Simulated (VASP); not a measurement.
Output of a VASP run:

OSZICAR:
```
       N       E                     dE             d eps       ncg     rms          rms(c)
DAV:   1     0.905384611083E+02    0.90538E+02   -0.85752E+03   980   0.119E+03
DAV:   2    -0.301393751472E+02   -0.12068E+03   -0.11911E+03   986   0.325E+02
DAV:   3    -0.396383671203E+02   -0.94990E+01   -0.92821E+01  1712   0.788E+01
DAV:   4    -0.398706894221E+02   -0.23232E+00   -0.23042E+00  1114   0.123E+01
DAV:   5    -0.398808588206E+02   -0.10169E-01   -0.99561E-02  1606   0.243E+00    0.131E+01
DAV:   6    -0.355604651770E+02    0.43204E+01   -0.28379E+01  1432   0.569E+01    0.638E+00
DAV:   7    -0.348986725804E+02    0.66179E+00   -0.95372E+00  1198   0.260E+01    0.372E+00
DAV:   8    -0.346915196968E+02    0.20715E+00   -0.12536E+00  1228   0.718E+00    0.130E+00
DAV:   9    -0.347320932709E+02   -0.40574E-01   -0.35297E-01  1022   0.687E+00    0.997E-01
DAV:  10    -0.346686542610E+02    0.63439E-01   -0.41696E-01  1024   0.645E+00    0.238E-01
DAV:  11    -0.348145088041E+02   -0.14585E+00   -0.96388E-02  1070   0.298E+00    0.191E-01
DAV:  12    -0.348128776487E+02    0.16312E-02   -0.46923E-03  1258   0.765E-01    0.922E-02
DAV:  13    -0.348109804333E+02    0.18972E-02   -0.39024E-04  1270   0.239E-01    0.817E-02
DAV:  14    -0.348142263251E+02   -0.32459E-02   -0.26765E-03   998   0.552E-01    0.235E-02
DAV:  15    -0.348142390568E+02   -0.12732E-04   -0.72871E-05  1332   0.898E-02    0.275E-02
DAV:  16    -0.348142331223E+02    0.59344E-05   -0.32660E-05  1240   0.578E-02    0.204E-02
DAV:  17    -0.348142440768E+02   -0.10954E-04   -0.13525E-05  1078   0.434E-02    0.304E-03
DAV:  18    -0.348142302657E+02    0.13811E-04   -0.18060E-05  1292   0.373E-02    0.895E-03
DAV:  19    -0.348142379181E+02   -0.76524E-05   -0.77348E-06  1210   0.283E-02    0.335E-03
DAV:  20    -0.348142383721E+02   -0.45409E-06   -0.42065E-07  1122   0.597E-03    0.103E-03
DAV:  21    -0.348142393143E+02   -0.94220E-06   -0.12852E-07   622   0.402E-03    0.391E-04
DAV:  22    -0.348142395367E+02   -0.22238E-06   -0.37363E-08   526   0.208E-03    0.347E-04
DAV:  23    -0.348142395128E+02    0.23924E-07   -0.61842E-09   514   0.854E-04
   1 F= -.34814240E+02 E0= -.34814240E+02  d E =0.000000E+00
       N       E                     dE             ncg
       N       E                     dE             ncg
```

File OUTCAR:
```
------------------------ aborting loop because EDIFF is reached ----------------------------------------
  FORCE on cell =-STRESS in cart. coord.  units (eV):
  Direction    XX          YY          ZZ          XY          YZ          ZX
  --------------------------------------------------------------------------------------
  Total        0.0079328      0.0079328      0.0079328      0.0000000      0.0000000      0.0000000
  in kB        0.2057981      0.2057981      0.2057981      0.0000000      0.0000000      0.0000000
  external PRESSURE =       0.2057981 kB  Pullay stress =       0.0000000 kB
  volume of cell :       61.76
      direct lattice vectors                 reciprocal lattice vectors
     3.952744832  0.000000000  0.000000000     0.252988757  0.000000000  0.000000000
     0.000000000  3.952744832  0.000000000     0.000000000  0.252988757  0.000000000
     0.000000000  0.000000000  3.952744832     0.000000000  0.000000000  0.252988757
 POSITION                                       TOTAL-FORCE (eV/Angst)
 -----------------------------------------------------------------------------------
      0.00000      0.00000      0.00000         0.000000      0.000000      0.000000
      1.97637      1.97637      0.00000         0.000000      0.000000      0.000000
      0.00000      1.97637      1.97637         0.000000      0.000000      0.000000
      1.97637      0.00000      1.97637         0.000000      0.000000      0.000000
 -----------------------------------------------------------------------------------
    total drift:                               -0.000000     -0.000000     -0.000000
  FREE ENERGIE OF THE ION-ELECTRON SYSTEM (eV)
  ---------------------------------------------------
  free  energy   TOTEN  =       -34.8142395128 eV

  energy  without entropy=      -34.8142395128  energy(sigma->0) =      -34.81423951

 total charge

# of ion       s       p       d       tot
------------------------------------------
    1        2.159   6.106   2.040  10.304
    2        0.407   0.425   0.000   0.832
    3        0.407   0.425   0.000   0.832
    4        0.407   0.425   0.000   0.832
--------------------------------------------------
tot          3.380   7.380   2.040  12.799

 Electric field gradients after diagonalization (V/A^2)
 (convention: |V_zz| > |V_xx| > |V_yy|)
----------------------------------------------------------------------
 ion       V_xx      V_yy      V_zz     asymmetry (V_yy - V_xx)/ V_zz
----------------------------------------------------------------------
   1      -0.000     0.000    -0.000      -0.873
   2      -8.695    -8.695    17.391       0.000
   3      -8.695    -8.695    17.391       0.000
   4      -8.695    -8.695    17.391       0.000
```
(Selected blocks of OUTCAR.)

POSCAR:
```
TiAl3
1
    3.9527448318     0.0000000000    -0.0000000000
    0.0000000000     3.9527448318    -0.0000000000
    0.0000000000     0.0000000000     3.9527448318
Ti Al
1 3
Direct
  0.0000000000   0.0000000000   0.0000000000
  0.5000000000   0.5000000000   0.0000000000
  0.0000000000   0.5000000000   0.5000000000
  0.5000000000   0.0000000000   0.5000000000
```

### Question
Reconstruct the remaining input files.

### Answer
This is not unique; one that fits is the input of the run itself, r2SCAN meta-GGA, plane waves, VASP's PBE PAW potentials (set 64).

### KPOINTS
```
Automatic mesh
0
Gamma
9 9 9
0 0 0
```

**KPOINTS_OPT**
```
k-points along high-symmetry lines
10
Line-mode
Reciprocal
  0.000000   0.000000   0.000000 ! GAMMA
  0.000000   0.500000   0.000000 ! X

  0.000000   0.500000   0.000000 ! X
  0.500000   0.500000   0.000000 ! M

  0.500000   0.500000   0.000000 ! M
  0.000000   0.000000   0.000000 ! GAMMA

  0.000000   0.000000   0.000000 ! GAMMA
  0.500000   0.500000   0.500000 ! R

  0.500000   0.500000   0.500000 ! R
  0.000000   0.500000   0.000000 ! X

  0.500000   0.500000   0.500000 ! R
  0.500000   0.500000   0.000000 ! M
```

### INCAR
```
SYSTEM = TiAl3
PREC = Accurate
ENCUT = 400
EDIFF = 1E-7
NELM = 100
ALGO = Normal
LREAL = .FALSE.
LASPH = .TRUE.
ISMEAR = -5
METAGGA = R2SCAN
LMIXTAU = .TRUE.
LMAXMIX = 4
LWAVE = .FALSE.
LCHARG = .FALSE.
LORBIT = 11
NEDOS = 601
ISIF = 2
LEFG = .TRUE.
```

POTCAR, in this order: Ti_sv Al (PBE.64 set). Program: vasp_std.

For a metal the tetrahedron method with Blöchl corrections gives inexact stress and forces.

The structure comes from a computed database's TiAl3 entry (Pm-3m); how it stands against other phases isn't given here. It was relaxed first. The electron count is odd and the run is not spin-polarised, which forces a metal.
